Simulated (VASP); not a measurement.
```yaml
crystal:
  lattice:
    - [1.53576, -2.66001, 0.00000]
    - [1.53576, 2.66001, 0.00000]
    - [0.00000, 0.00000, 5.04362]
  atoms:
    - { symbol: Si, position: [0.66667, 0.33333, 0.49961] }
    - { symbol: Si, position: [0.33333, 0.66667, 0.99961] }
    - { symbol: C, position: [0.66667, 0.33333, 0.87539] }
    - { symbol: C, position: [0.33333, 0.66667, 0.37539] }
```

The numbers are results of PBE GGA with D4 dispersion, VASP's PBE PAW potentials (set 64) (plane waves; VASP), not measurements. Settings: 520 eV cut-off, 9×9×5 Γ-centred mesh, tetrahedra with Blöchl corrections, potentials Si C.

The cores are frozen, which limits the accuracy of field gradients.

Problem. Give the principal components of the electric field gradient (V/Å²) and the asymmetry η at each nucleus.

Solution. 
```json
[
 {"atom": "Si1", "Vxx": "-1.7", "Vyy": "-1.7", "Vzz": "3.5", "η": "0.00"},
 {"atom": "Si2", "Vxx": "-1.7", "Vyy": "-1.7", "Vzz": "3.5", "η": "0.00"},
 {"atom": "C3", "Vxx": "-1.1", "Vyy": "-1.1", "Vzz": "2.2", "η": "0.00"},
 {"atom": "C4", "Vxx": "-1.1", "Vyy": "-1.1", "Vzz": "2.2", "η": "0.00"}
]
```

The compound is SiC in the wurtzite structure, the rare 2H polytype. It was relaxed first.
